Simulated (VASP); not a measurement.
Here is the system:

```
Nb
1.0
   -1.62120     1.62120     1.62120
    1.62120    -1.62120     1.62120
    1.62120     1.62120    -1.62120
Nb
1
Direct
  0.00000   0.00000   0.00000
```

All values below come from LDA (Ceperley-Alder, Perdew-Zunger), VASP's LDA PAW potentials (set 64) (plane waves; VASP). Numerical set-up: 400 eV cut-off, 14×14×14 Γ-centred mesh, first-order Methfessel-Paxton smearing of 0.10 eV, potentials Nb_sv.

Question: Estimate the energy per atom (σ→0), band gap (on the k-mesh) with the smallest direct gap where there is one.

Answer: 
```yaml
band gap (on the k-mesh): none (metal, semimetal or under 0.01 eV)
energy per atom (σ→0): -11.248 eV/atom
```

Only differences to runs with the same potentials and settings are physical.

The structure comes from a computed database's Nb entry (Im-3m); how it stands against other phases isn't given here. It was relaxed first, which changed the volume by -7 %. The start is the result of an earlier pass.
